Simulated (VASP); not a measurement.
Here is the system:

```xyz
1
Lattice="0.0000 1.9397 1.9397 1.9397 0.0000 1.9397 1.9397 1.9397 0.0000" Properties=species:S:1:pos:R:3 pbc="T T T"
Re     0.0000     0.0000     0.0000
```

The numbers are results of PBEsol GGA, VASP's PBE PAW potentials (set 64) (plane waves; VASP), not measurements. Settings: 400 eV cut-off, 18×18×18 Γ-centred mesh, tetrahedra with Blöchl corrections, potentials Re.

Unless said otherwise, spin-orbit coupling is left out, though it shifts the bands of the heavy elements here.

**Question.** What does the run give for the energy per atom (σ→0), band gap (on the k-mesh) with the smallest direct gap where there is one?

**Answer.** 
```json
{
  "band gap (on the k-mesh)": "none (metal, semimetal or under 0.01 eV)",
  "energy per atom (σ→0)": "-13.301 eV/atom"
}
```

The structure was generated: Re was put into the fcc type (Fm-3m), which need not be its known phase. It was relaxed first.
